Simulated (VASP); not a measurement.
Wanted: the native input for a VASP 6.6.1 run.

```
Task                   : relaxation of cell and atoms
Functional             : PBE
Potentials or basis    : VASP PAW PBE potentials, release 64 (Mn_pv, Cd, Te)
Cutoff                 : 600 eV
k mesh                 : 4 × 4 × 4
Occupations            : gaussian, width 0.03 eV
Spin                   : collinear spin, ferromagnetic start
Starting moments       : [4.0, 0.0, 0.0, 0.0, 0.0, 0.0, 0.0, 0.0, 0.0, 0.0, 0.0, 0.0, 0.0, 0.0, 0.0, 0.0] μB
Further INCAR settings : ALGO = Normal; EDIFF = 1e-07; AMIX = 0.2; BMIX = 0.0001; IBRION = 2; EDIFFG = -0.005; NSW = 90; ISIF = 3
```

The structure of MnCd7Te8 lies in POSCAR:

```
MnCd7Te8                                
1.0
   -6.5828416033      6.5828416033      0.0000000000
   -6.5828416033      0.0000000000      6.5828416033
    0.0000000000      6.5828416033      6.5828416033
  Mn              Cd              Te            
     1     7     8
Direct
     0.0000000000000000    0.0000000000000000    0.0000000000000000
     0.5010894224458831    0.9989105775541169    0.9989105775541169
     0.9989105775541169    0.5010894224458831    0.9989105775541169
     0.9989105775541169    0.9989105775541169    0.5010894224458831
     0.5010894224458831    0.5010894224458831    0.9989105775541169
     0.5010894224458831    0.9989105775541169    0.5010894224458831
     0.9989105775541169    0.5010894224458831    0.5010894224458831
     0.5000000000000000    0.5000000000000000    0.5000000000000000
     0.8791147468108222    0.8791147468108222    0.3626557595675328
     0.3750179429233376    0.8749461712299872    0.3750179429233376
     0.8749461712299872    0.3750179429233376    0.3750179429233376
     0.8791147468108224    0.8791147468108222    0.8791147468108222
     0.3750179429233376    0.3750179429233376    0.3750179429233376
     0.3626557595675328    0.8791147468108222    0.8791147468108222
     0.8791147468108222    0.3626557595675328    0.8791147468108224
     0.3750179429233376    0.3750179429233376    0.8749461712299872
```

The cell was built by a generator and needn't be a form met in nature.

One way to write it, as run:

INCAR

```
PREC = Accurate
ENCUT = 600
EDIFF = 1E-7
ISMEAR = 0
SIGMA = 0.03
LREAL = F
LASPH = T
NELM = 150
ALGO = Normal
ISIF = 3
LWAVE = F
LCHARG = F
ISPIN = 2
MAGMOM = 4 0 0 0 0 0 0 0 0 0 0 0 0 0 0 0
LORBIT = 11
LMAXMIX = 4
GGA = PE
IBRION = 2
NSW = 90
EDIFFG = -0.005
AMIX = 0.2
BMIX = 1E-4
AMIX_MAG = 0.8
BMIX_MAG = 1E-4
KPAR = 4
```

KPOINTS

```
regular mesh
0
Gamma
  4 4 4
```

Potentials or basis: VASP PAW PBE potentials, release 64 (Mn_pv, Cd, Te).

Launch:

```sh
$ cat potpaw_PBE.64/Mn_pv/POTCAR potpaw_PBE.64/Cd/POTCAR potpaw_PBE.64/Te/POTCAR > POTCAR
$ mpirun -np 4 vasp_std > vasp.out
```

Results of the run:

The relaxed volume is 35.66 Å³/atom and the relaxed cell is a = 9.310 Å, b = 9.310 Å, c = 9.310 Å, α = 60.00°, β = 60.00°, γ = 60.00°. The space group after relaxing (to 0.05 Å) is F-43m (No. 216). The energy gained by relaxing is 0.0 meV/atom, the ionic steps are 2 and the pressure after relaxing is 0.0 GPa. The largest force after relaxing is 0.004 eV/Å, the band gap on the k mesh is 0.52 eV, direct and the net moment is 5.00 μB per cell. The site moments are Mn +4.24; Cd +0.01, +0.00; Te +0.02, +0.00 μB and the valence electrons inside the program's atomic spheres are Mn 11.34; Cd 10.28, 10.29; Te 3.41.

Caveat: spin-orbit coupling is left out, which moves the levels of the heavy elements; a cell with one magnetic atom can't hold antiferromagnetic order, which such compounds often take.

Run time: 17 min on 4 MPI ranks on Intel(R) Xeon(R) 6975P-C (Granite Rapids) (shared host), peak memory 1.9 GiB a rank.
